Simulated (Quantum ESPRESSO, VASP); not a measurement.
The input files of a VASP run:

### INCAR
```
ALGO = Normal
EDIFF = 1E-6
ENCUT = 400
GGA = PE
ISIF = 2
ISMEAR = -1
ISPIN = 2
LASPH = .TRUE.
LCHARG = .FALSE.
LMAXMIX = 4
LORBIT = 11
LREAL = .FALSE.
LWAVE = .FALSE.
MAGMOM = 4.0 -4.0 0.0 0.0
NELM = 100
PREC = Accurate
SIGMA = 0.02
SYSTEM = FeO
```

KPOINTS:
```
Regular mesh
0
Gamma
  5 5 5
0 0 0
```

**POSCAR**
```
FeO
1
    4.3300000000     2.1650000000     2.1650000000
    2.1650000000     4.3300000000     2.1650000000
    2.1650000000     2.1650000000     4.3300000000
Fe O
2 2
Direct
  0.0000000000   0.0000000000   0.0000000000
  0.5000000000   0.5000000000   0.5000000000
  0.2500000000   0.2500000000   0.2500000000
  0.7500000000   0.7500000000   0.7500000000
```

POTCAR, in this order: Fe O (PBE.64 set). Program: vasp_std.

**Question.** Translate it to Quantum ESPRESSO.

**Answer.** One input that does it (PBE, PseudoDojo standard norm-conserving (PBE) pseudopotentials):
```
&CONTROL
    calculation = 'scf'
    prefix = 'feo'
    outdir = './tmp'
    pseudo_dir = './'
    tprnfor = .true.
    tstress = .true.
/
&SYSTEM
    ibrav = 0
    nat = 4
    ntyp = 3
    ecutwfc = 90
    occupations = 'smearing'
    smearing = 'fermi-dirac'
    degauss = 0.00147
    nspin = 2
    starting_magnetization(1) = 0.250
    starting_magnetization(2) = -0.250
/
&ELECTRONS
    conv_thr = 1e-10
    mixing_beta = 0.3
/
ATOMIC_SPECIES
Fe1   55.8450  Fe.upf
Fe2   55.8450  Fe.upf
O     15.9990  O.upf
CELL_PARAMETERS {angstrom}
   4.3300000000     2.1650000000     2.1650000000
   2.1650000000     4.3300000000     2.1650000000
   2.1650000000     2.1650000000     4.3300000000
ATOMIC_POSITIONS {crystal}
Fe1   0.0000000000    0.0000000000    0.0000000000
Fe2   0.5000000000    0.5000000000    0.5000000000
O     0.2500000000    0.2500000000    0.2500000000
O     0.7500000000    0.7500000000    0.7500000000
K_POINTS {automatic}
5 5 5  0 0 0
```
Both inputs were run and reached self-consistency, which says nothing on mesh or cut-off. Potentials, basis and cut-offs are each code's own, so they don't translate, and total energies aren't comparable.

The structure is a typed FeO crystal (Fm-3m). The cell was not relaxed at this level, and it may have been scaled.
